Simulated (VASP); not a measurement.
Computed with PBE GGA, VASP's PBE PAW potentials (set 64) (plane waves; VASP).

VASP ran on this input.

POSCAR:
```
Tb
1.0
  1.8000000000  -3.1176910000   0.0000000000
  1.8000000000   3.1176910000   0.0000000000
  0.0000000000   0.0000000000   5.6900000000
Tb
2
direct
  0.3333330000   0.6666670000   0.2500000000
  0.6666670000   0.3333330000   0.7500000000
```

**KPOINTS**
```
Automatic mesh
0
Gamma
  11 11 6
```

### INCAR
```
! general
SYSTEM =Tb
PREC   =Accurate
ENCUT  =400
LREAL  =.False.
LASPH  =.True.
ADDGRID=.True.

! electronic loop
EDIFF  =1E-6
NELM   =100
ALGO   =Normal
LMAXMIX=6

! smearing
ISMEAR =1
SIGMA  =0.1

! functional
GGA    =PE

! ions
ISIF   =2

! output
LWAVE  =.False.
LCHARG =.False.
```

POTCAR, in this order: Tb_3 (PBE.64 set). Program: vasp_std.

The 4f electrons are frozen in the core of the lanthanide potential, so 4f levels, which can set the real gap, and their magnetism are missing.

Question: What does the run give for the energy per atom (σ→0), band gap (on the k-mesh)?

Answer: 
energy per atom (σ→0): -4.558 eV/atom
band gap (on the k-mesh): none (metal, semimetal or under 0.01 eV)

### OSZICAR
```
...
DAV:   5    -0.910576632769E+01   -0.11509E-02   -0.11499E-02  2440   0.557E-01    0.236E+01
DAV:   6    -0.910732878336E+01   -0.15625E-02   -0.21720E-02  1933   0.124E+00    0.141E+01
DAV:   7    -0.911604347876E+01   -0.87147E-02   -0.39952E-02  1924   0.169E+00    0.220E-01
DAV:   8    -0.911572108152E+01    0.32240E-03   -0.21908E-03  1894   0.379E-01    0.593E-02
DAV:   9    -0.911572775088E+01   -0.66694E-05   -0.21533E-04  2044   0.116E-01    0.317E-02
DAV:  10    -0.911572148195E+01    0.62689E-05   -0.34167E-05  1889   0.432E-02    0.408E-02
DAV:  11    -0.911572244772E+01   -0.96577E-06   -0.49972E-06  1829   0.168E-02
   1 F= -.91157224E+01 E0= -.91159151E+01  d E =0.578038E-03
```

The compound is Tb in the hcp structure. The cell was not relaxed at this level. The run is one of a series of settings (ADDGRID = .TRUE. against the base run), some of them coarse on purpose.
